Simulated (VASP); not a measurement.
Input:

```
CELL_PARAMETERS angstrom
      3.01600     0.00000     0.00000
      0.00000     3.01600     0.00000
      0.00000     0.00000     3.01600
ATOMIC_POSITIONS crystal
  B  0.00000 0.00000 0.00000
  Bi 0.50000 0.50000 0.50000
```

Calculation: PBEsol GGA, VASP's PBE PAW potentials (set 64) (plane waves; VASP 6.6.1). Settings: 520 eV cut-off, 8×8×8 Γ-centred mesh, Gaussian smearing of 0.050 eV, potentials B Bi_d.

Energy and stress use the plane-wave basis of the starting cell.

Task: The ions, cell shape and volume are relaxed. What does this cell relax into?

Result: 
```
CELL_PARAMETERS angstrom
      3.32789     0.00000     0.00000
      0.00000     3.32789     0.00000
      0.00000     0.00000     3.32789
ATOMIC_POSITIONS crystal
  B  0.00000 0.00000 0.00000
  Bi 0.50000 0.50000 0.50000
```
Space group Pm-3m (221), at a tolerance of 0.03 Å.

Task: How do energy and volume change from the first to the last step?

Result: The energy (σ→0) changes by -482.0 meV/atom and the volume by +34.3 %, in 7 ionic steps.

```tsv
step	E(σ→0) (eV)	max force (eV/Å)	pressure (GPa)	volume (Å³)
1	-7.2486	0.000	43.02	27.43
2	-7.9072	0.000	-10.41	44.81
3	-8.2125	0.000	0.22	36.73
4	-8.2125	0.000	-0.29	36.93
5	-8.2126	0.000	0.15	36.77
6	-8.2126	0.000	0.12	36.82
7	-8.2126	0.000	-0.02	36.86
```

The structure was generated: BBi was put into the CsCl type type (Pm-3m), which need not be its known phase. This run relaxes it. Symmetry was kept, so distortions that lower it aren't found. VASP warned that the highest band is occupied, so more bands are needed.
